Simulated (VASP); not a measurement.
# Cu (Fm-3m) in VASP: notebook, part 2 of 2

VASP 6.6.1. The steps go on from the part before.

### 3 Relaxation of the atoms, PBE+D3(BJ) (a relaxed cell with its volume scaled by 1.02)

INCAR reads:

```
SYSTEM = Cu
PREC = Accurate ; ENCUT = 600
EDIFF = 1E-7 ; ISMEAR = 1
SIGMA = 0.1 ; LREAL = .False.
LASPH = .True. ; NELM = 80
ALGO = Normal ; ISIF = 2
LWAVE = .False. ; LCHARG = .False.
GGA = PE ; IVDW = 12
IBRION = 2 ; NSW = 40
EDIFFG = -0.01
```

KPOINTS reads:

```
Automatic mesh
0
Gamma
  18 18 18
  0 0 0
```

POSCAR reads:

```
Cu                                      
1.0
    0.0000000000      1.7962589292      1.7962589292
    1.7962589292     -0.0000000000      1.7962589292
    1.7962589292      1.7962589292     -0.0000000000
  Cu            
     1
Direct
     0.0000000000000000    1.0000000000000000    0.0000000000000000
```

Potentials or basis: VASP PAW PBE potentials, release 64 (Cu).

The run is started by

```sh
cat potpaw_PBE.64/Cu/POTCAR > POTCAR
mpirun -np 1 vasp_std > vasp.out
```

Wall time 8.9 s (1 thread of Intel Xeon 6975P-C (Granite Rapids), shared host); peak memory 0.15 GiB.

It converged, with:

```yaml
Free_energy: -4.3159 eV
Pressure_after_relaxing: -3.1 GPa
Band_gap_on_the_k_mesh: none (metal or under the smearing width)
Dispersion_energy_per_atom: -0.594 eV
```

Final structure:
```yaml
crystal:
  lattice:
    - [0.00000, 1.79626, 1.79626]
    - [1.79626, 0.00000, 1.79626]
    - [1.79626, 1.79626, 0.00000]
  atoms:
    - { symbol: Cu, position: [0.00000, 0.00000, 0.00000] }
```

Levels at points of the mesh, in eV from the Fermi level:
```tsv
k point	band 2	band 3	band 4	band 5	band 6	band 7	band 8	band 9
(0.00, 0.00, 0.00)	-3.05	-3.05	-3.05	-2.20	-2.20	22.77	25.56	25.56
(0.50, 0.00, 0.00)	-3.08	-3.08	-1.62	-1.62	-1.03	3.88	21.26	22.39
(0.50, 0.50, 0.00)	-4.49	-1.64	-1.47	-1.47	1.51	7.28	13.26	13.26
```

Caveat: the relaxation stopped at its first step, so nothing moved; pairwise dispersion overbinds metals, which lowers pressure and volume.

### 4 Relaxation of the atoms, PBE+D3(BJ) (a relaxed cell with its volume scaled by 1.04)

INCAR is that of step 3.

KPOINTS is that of step 3.

POSCAR reads:

```
Cu                                      
1.0
    0.0000000000      1.8079232750      1.8079232750
    1.8079232750     -0.0000000000      1.8079232750
    1.8079232750      1.8079232750     -0.0000000000
  Cu            
     1
Direct
     0.0000000000000000    1.0000000000000000    0.0000000000000000
```

The run is started by

```sh
cat potpaw_PBE.64/Cu/POTCAR > POTCAR
mpirun -np 1 vasp_std > vasp.out
```

It took 8.7 s on 1 thread of Intel Xeon 6975P-C (Granite Rapids), shared host; peak memory 0.15 GiB.

It converged, with:

| Quantity | Value |
| --- | --- |
| Free energy | -4.3096 eV |
| Pressure after relaxing | -5.8 GPa |
| Band gap on the k mesh | none (metal or under the smearing width) |
| Dispersion energy per atom | -0.583 eV |

Final structure:
```yaml
crystal:
  lattice:
    - [0.00000, 1.80792, 1.80792]
    - [1.80792, 0.00000, 1.80792]
    - [1.80792, 1.80792, 0.00000]
  atoms:
    - { symbol: Cu, position: [0.00000, 0.00000, 0.00000] }
```

Levels at points of the mesh, in eV from the Fermi level:
```tsv
k point	band 4	band 5	band 6	band 7	band 8	band 9
(0.00, 0.00, 0.00)	-2.99	-2.17	-2.17	22.62	25.26	25.26
(0.50, 0.00, 0.00)	-1.60	-1.60	-0.97	3.79	21.11	22.09
(0.50, 0.50, 0.00)	-1.46	-1.46	1.53	7.14	13.11	13.11
```

Caveat: the relaxation stopped at its first step, so nothing moved; pairwise dispersion overbinds metals, which lowers pressure and volume.

### 5 Relaxation of the atoms, PBE+D3(BJ) (a relaxed cell with its volume scaled by 1.06)

INCAR is that of step 4.

KPOINTS is that of step 4.

POSCAR reads:

```
Cu                                      
1.0
    0.0000000000      1.8194390204      1.8194390204
    1.8194390204     -0.0000000000      1.8194390204
    1.8194390204      1.8194390204     -0.0000000000
  Cu            
     1
Direct
     0.0000000000000000    1.0000000000000000    0.0000000000000000
```

Potentials or basis: VASP PAW PBE potentials, release 64 (Cu).

The run is started by

```sh
cat potpaw_PBE.64/Cu/POTCAR > POTCAR
mpirun -np 1 vasp_std > vasp.out
```

OUTCAR:

```text
SYSTEM = Cu
   PREC = Accurate
   ENCUT = 600
   EDIFF = 1E-7
   ISMEAR = 1
   LREAL = .False.
   LASPH = .True.
   NELM = 80
   ISIF = 2
   GGA = PE
   IVDW = 12
   IBRION = 2
   NSW = 40
   EDIFFG = -0.01
 IVDW          = 12

 ion  position               nearest neighbor table
   1  0.000  0.000  0.000-

  LATTYP: Found a face centered cubic cell.
 ALAT       =     3.6388780408

  Lattice vectors:

 A1 = (   0.0000000000,   1.8194390204,   1.8194390204)
 A2 = (   1.8194390204,   0.0000000000,   1.8194390204)
 A3 = (   1.8194390204,   1.8194390204,   0.0000000000)

Analysis of symmetry for initial positions (statically):
=====================================================================
 Subroutine PRICEL returns:
 Original cell was already a primitive cell.

 Routine SETGRP: Setting up the symmetry group for a
 face centered cubic supercell.

 Subroutine GETGRP returns: Found 48 space group operations
 (whereof 48 operations were pure point group operations)
 out of a pool of 48 trial point group operations.

The static configuration has the point symmetry O_h .

Analysis of symmetry for dynamics (positions and initial velocities):
[... 168 lines left out ...]
  band No.  band energies     occupation
      1      -1.8582      2.00000
      2       4.3832      2.00000
      3       4.3832      2.00000
      4       4.3832      2.00000
      5       5.1807      2.00000
      6       5.1807      2.00000
      7      29.7788      0.00000
      8      32.2710      0.00000
      9      32.2710      0.00000
[... 265 lines left out ...]
 k-point    24 :      -0.2222    0.0556    0.0000
  band No.  band energies     occupation
      1       0.1884      2.00000
      2       4.1020      2.00000
      3       4.5355      2.00000
      4       4.5726      2.00000
      5       5.1351      2.00000
      6       5.3712      2.00000
      7      20.1527      0.00000
      8      27.0669      0.00000
      9      30.7677      0.00000

 [... further k-points ...]

------------------------ aborting loop because EDIFF is reached ----------------------------------------

 Edisp (eV)   -0.57114

 E8    (eV) :    -0.2447

  FORCE on cell =-STRESS in cart. coord.  units (eV):
  Direction    XX          YY          ZZ          XY          YZ          ZX
  --------------------------------------------------------------------------------------
  -------------------------------------------------------------------------------------
  Total      -0.61755    -0.61755    -0.61755    -0.00000    -0.00000     0.00000
  in kB     -82.13706   -82.13706   -82.13706    -0.00000    -0.00000     0.00000
  external pressure =      -82.14 kB  Pullay stress =        0.00 kB

 VOLUME and BASIS-vectors are now :
 -----------------------------------------------------------------------------
  energy-cutoff  :      600.00
  volume of cell :       12.05
      direct lattice vectors                 reciprocal lattice vectors
     0.000000000  1.819439020  1.819439020    -0.274809980  0.274809980  0.274809980
     1.819439020  0.000000000  1.819439020     0.274809980 -0.274809980  0.274809980
     1.819439020  1.819439020  0.000000000     0.274809980  0.274809980 -0.274809980

 POSITION                                       TOTAL-FORCE (eV/Angst)
 -----------------------------------------------------------------------------------
      0.00000      0.00000      0.00000         0.000000      0.000000      0.000000
 -----------------------------------------------------------------------------------
    total drift:                               -0.000000      0.000000     -0.000000

  FREE ENERGIE OF THE ION-ELECTRON SYSTEM (eV)
  ---------------------------------------------------
  free  energy   TOTEN  =        -4.2996148128 eV

  energy  without entropy=       -4.2996572354  energy(sigma->0) =       -4.29962895

 reached required accuracy - stopping structural energy minimisation
```

It took 9.5 s on 1 thread of Intel Xeon 6975P-C (Granite Rapids), shared host; peak memory 0.16 GiB.

Results:

```yaml
Free_energy: -4.2996 eV
Pressure_after_relaxing: -8.2 GPa
Band_gap_on_the_k_mesh: none (metal or under the smearing width)
Dispersion_energy_per_atom: -0.571 eV
```

Final structure:
```
Cu
1.0
     0.00000    1.81944    1.81944
     1.81944    0.00000    1.81944
     1.81944    1.81944    0.00000
Cu
1
Direct
  0.00000 0.00000 0.00000
```

Caveat: the relaxation stopped at its first step, so nothing moved; pairwise dispersion overbinds metals, which lowers pressure and volume.

### 6 Overview

| cell | gap on the mesh (eV) | pressure (GPa) |
| --- | --- | --- |
| atoms relaxed | none | 0.0 |
| atoms relaxed from: a relaxed cell with its volume scaled by 1.02 | none | -3.1 |
| atoms relaxed from: a relaxed cell with its volume scaled by 1.04 | none | -5.8 |
| atoms relaxed from: a relaxed cell with its volume scaled by 1.06 | none | -8.2 |

Alike in all rows: task relaxation of the atoms; level PBE+D3(BJ); potentials or basis VASP PAW PBE potentials, release 64 (Cu); no spin polarisation; k mesh 18 × 18 × 18; cutoff (eV) 600; smearing methfessel-paxton 0.1 eV.

Caveats: the relaxation stopped at its first step, so nothing moved; pairwise dispersion overbinds metals, which lowers pressure and volume.

Absolute energies hang on the potentials; compare differences alone.
